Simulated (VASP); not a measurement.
Given:

```
Li2O
1.0
    0.00000     2.31000     2.31000
    2.31000     0.00000     2.31000
    2.31000     2.31000     0.00000
Li O
2 1
Cartesian
  1.15500   1.15500   1.15500
  3.46500   3.46500   3.46500
  0.00000   0.00000   0.00000
```

Level of theory: PBE GGA, VASP's PBE PAW potentials (set 64) (plane waves; VASP 6.6.1). Settings: 400 eV cut-off, 8×8×8 Γ-centred mesh, Fermi-Dirac smearing of 0.020 eV, potentials Li_sv O.

At this cut-off the stress carries a Pulay error, which pulls relaxed volumes low.

What does the run give for the energy per atom (σ→0), pressure, band gap (on the k-mesh) with the smallest direct gap where there is one?

```yaml
band gap (on the k-mesh): 4.94 eV
smallest direct gap (on the k-mesh): 5.29 eV
energy per atom (σ→0): -4802 meV/atom
pressure: -8.07 GPa
```

The absolute energy has meaning only against runs of the same code, potentials and settings.

The structure is a typed Li2O crystal (Fm-3m). The cell was not relaxed at this level.
